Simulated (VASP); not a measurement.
Data:

```
Al
1.0
    0.00000     2.02500     2.02500
    2.02500     0.00000     2.02500
    2.02500     2.02500     0.00000
Al
1
Direct
  0.00000   0.00000   0.00000
```

Computed with optB88-vdW, VASP's PBE PAW potentials (set 64) (plane waves; VASP). Run with 520 eV cut-off, 17×17×17 Γ-centred mesh, tetrahedra with Blöchl corrections, potentials Al.

Question: Predict the energy per atom (σ→0), band gap (on the k-mesh) with the smallest direct gap where there is one.

Answer: 
The band gap (on the k-mesh) is none (metal, semimetal or under 0.01 eV). The energy per atom (σ→0) comes out as -2.255 eV/atom.

The absolute energy has meaning only against runs of the same code, potentials and settings.

The compound is Al in the fcc structure. The cell was not relaxed at this level.
